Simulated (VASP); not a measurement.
VASP runs on CaF$_{2}$ (fluorite) share one base input (PBE GGA, plane waves, VASP's PBE PAW potentials (set 64)) and change the settings named in each case.

POSCAR:
```
CaF2
1
    0.0000000000     2.7300000000     2.7300000000
    2.7300000000     0.0000000000     2.7300000000
    2.7300000000     2.7300000000     0.0000000000
Ca F
1 2
Direct
  0.0000000000   0.0000000000   0.0000000000
  0.2500000000   0.2500000000   0.2500000000
  0.7500000000   0.7500000000   0.7500000000
```

### KPOINTS
```
Automatic mesh
0
Gamma
8 8 8
0 0 0
```

### INCAR
```
SYSTEM = CaF2
PREC = Accurate; ENCUT = 520; LREAL = F
LASPH = T
EDIFF = 1E-6; NELM = 100; ALGO = Normal
ISMEAR = 0; SIGMA = 0.05
GGA = PE
ISIF = 2
LWAVE = F; LCHARG = F
```

POTCAR, in this order: Ca_sv F (PBE.64 set). Program: vasp_std.

```
change        pressure (GPa)  gap on the mesh (eV)  electronic steps
------------  --------------  --------------------  ----------------
base run                2.61                  7.28                13
EDIFF = 1E-2             [?]                   [?]                 9
EDIFF = 1E-3            2.31                  7.27                10
EDIFF = 1E-4            2.48                  7.28                11
EDIFF = 1E-5            2.54                  7.28                12
EDIFF = 1E-8            2.57                  7.28                17
```

Q: Some entries are withheld; supply them.

A: 
- EDIFF = 1E-2, pressure (GPa): 1.88
- EDIFF = 1E-2, gap on the mesh (eV): 7.23

Left out are runs that ran out of time, are held back, or changed the cell or the kind of run, fixed moments of cells without a moment, rows past the twelfth, gaps on odd meshes, pressures of charged cells and columns that move by less than the noise.

The compound is CaF2 in the fluorite structure. The cell was not relaxed at this level.
